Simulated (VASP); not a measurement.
The system is Ag.

```
Ag
1.0
     0.00000    2.04265    2.04265
     2.04265    0.00000    2.04265
     2.04265    2.04265    0.00000
Ag
1
Direct
  0.00000 0.00000 0.00000
```

Base run:

| Item | Value |
| --- | --- |
| Program | VASP 6.6.1 |
| Functional | PBE |
| Potentials or basis | VASP PAW PBE potentials, release 64 (Ag) |
| Cutoff | 520 eV |
| k mesh | 16 × 16 × 16 |
| Occupations | fermi-dirac, width 0.05 eV |
| Spin | non-collinear spin, zero start, spin-orbit coupling |
| Starting moments | [[0.0, 0.0, 0.0]] μB |
| Hubbard terms | Ag d U = 2 eV |

Its results: pressure 4.0 GPa; net moment 0.00 μB per cell.

Task: The run is repeated on the same cell with these changes: hubbard terms from Ag d U = 2 eV to none; further incar settings from ALGO = Normal; EDIFF = 1e-07; NBANDS = 22 to ALGO = Fast; EDIFF = 1e-06. What comes out?

Result: Pressure 4.5 GPa; net moment 0.00 μB per cell.

Caveats: the U is typed as a test and isn't derived for this compound (some runs).

Not every run made on this cell is shown here.
